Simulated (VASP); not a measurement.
Runs of VASP 6.6.1 on Re. Symmetry: P6_3/mmc, No. 194, hexagonal system. Conventional cell: a = 2.761 Å, b = 2.761 Å, c = 4.456 Å, α = 90.00°, β = 90.00°, γ = 120.00°. Around Re (site symmetry -6m2) lie 12 Re at 2.74 to 2.76 Å. 

```csv
task,level,potentials or basis,cell,k mesh,cutoff (eV),mesh quality,gap on the mesh (eV),pressure (GPa),relaxed volume (Å³/atom)
relaxation of cell and atoms,PBEsol,"VASP PAW PBE potentials, release 64 (Re)",relaxed,6 × 6 × 4,600,coarse,none,0.0,(b)
relaxation of cell and atoms,PBEsol,"VASP PAW PBE potentials, release 64 (Re)",relaxed,18 × 18 × 10,300,not flagged,none,0.0,14.49
relaxation of cell and atoms,PBEsol,"VASP PAW PBE potentials, release 64 (Re)",relaxed,18 × 18 × 10,600,not flagged,none,0.0,14.56
single point,PBEsol,"VASP PAW PBE potentials, release 64 (Re)",as given,18 × 18 × 10,520,not flagged,none,(a),-
relaxation of cell and atoms,LDA,"VASP PAW LDA potentials, release 64 (Re)",relaxed,18 × 18 × 10,600,not flagged,none,0.0,14.39
relaxation of cell and atoms,PBEsol,"VASP PAW PBE potentials, release 64 (Re)",relaxed,18 × 18 × 10,580,not flagged,none,0.0,14.56
relaxation of cell and atoms,PBEsol,"VASP PAW PBE potentials, release 64 (Re)",relaxed,18 × 18 × 10,480,not flagged,none,0.0,14.56
relaxation of cell and atoms,RPBE,"VASP PAW PBE potentials, release 64 (Re)",relaxed,18 × 18 × 10,600,not flagged,none,0.0,15.08
```

Alike in all rows: no spin polarisation; smearing gaussian 0.1 eV.

**Question.** Estimate the missing entries.

**Answer.** (a) -4.1; (b) 14.58.

Caveats: some runs use coarse meshes; the PAW data sets were made with another functional, which shifts forces and pressure a little (some runs).

A k mesh can miss the band edges, and the runs leave out spin-orbit coupling on Re.

A gap of «none» marks a metal or a gap under the smearing width.

Runs at the PBE level aren't shown here.
